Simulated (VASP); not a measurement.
Input:

```yaml
crystal:
  lattice:
    - [3.22353, 0.00000, 0.00000]
    - [-1.61176, 2.79166, 0.00000]
    - [0.00000, 0.00000, 10.47055]
  atoms:
    - { symbol: Mg, position: [0.00000, 0.00000, 0.00000] }
    - { symbol: Mg, position: [0.00000, 0.00000, 0.50000] }
    - { symbol: Mg, position: [0.33333, 0.66667, 0.25000] }
    - { symbol: Mg, position: [0.66667, 0.33333, 0.75000] }
```

Computed with PBE GGA, VASP's PBE PAW potentials (set 64) (plane waves; VASP). Settings: 300 eV cut-off, 8×8×3 Γ-centred mesh, Gaussian smearing of 0.10 eV, potentials Mg.

**Question.** Estimate the energy per atom (σ→0), band gap (on the k-mesh) with the smallest direct gap where there is one.

**Answer.** 
band gap (on the k-mesh): none (metal, semimetal or under 0.01 eV)
energy per atom (σ→0): -145.9 kJ/mol-atom

Total energies compare only between runs with the same potentials, cut-off and functional.

The structure comes from a computed database's Mg entry; how it stands against other phases isn't given here. The cell was not relaxed at this level.
